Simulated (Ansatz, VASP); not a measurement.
# Two plane-wave programs on Ir3C4

```
Ir C
1.0
     4.27928    0.00000    0.00000
     0.00000    4.27928    0.00000
     0.00000    0.00000    4.27928
Ir C
3 4
Cartesian
  2.1396 2.1396 0.0000
  0.0000 2.1396 2.1396
  2.1396 0.0000 2.1396
  2.1396 2.1396 2.1396
  2.1396 0.0000 0.0000
  0.0000 2.1396 0.0000
  0.0000 0.0000 2.1396
```

Change from the starting cell: species swapped into the W3N4 type (Pm-3m, No. 221).

Alike in both runs: functional PBE; k mesh 10 × 10 × 10; occupations gaussian, width 0.1 eV; no spin polarisation.

Ansatz relaxed the structure, and its values are those at the end. VASP's run is a single point on that final structure, the one shown.

|  | VASP | Ansatz |
| --- | --- | --- |
| version | VASP 6.6.1 | Ansatz 0.2.0 |
| potentials or method | VASP PAW PBE potentials, release 64 (Ir, C) | scalar-relativistic, plane waves, PAW |
| plane-wave cutoff (eV) | 520 | 420 |
| valence electrons in the cell | 43 | 67 |

Ansatz gave:

| Quantity | Value |
| --- | --- |
| gap on the k mesh at the Fermi level (eV) | none |
| pressure (GPa) | 0.0 |

Q: What did VASP give for the same quantities?

A: gap on the k mesh at the Fermi level (eV): none; pressure (GPa): 1.7.

A gap of «none» marks a metal or a gap that the smearing closes. The two sets of potentials don't hold the same shells in valence.

Spin-orbit coupling is left out, which matters for the levels of Ir.
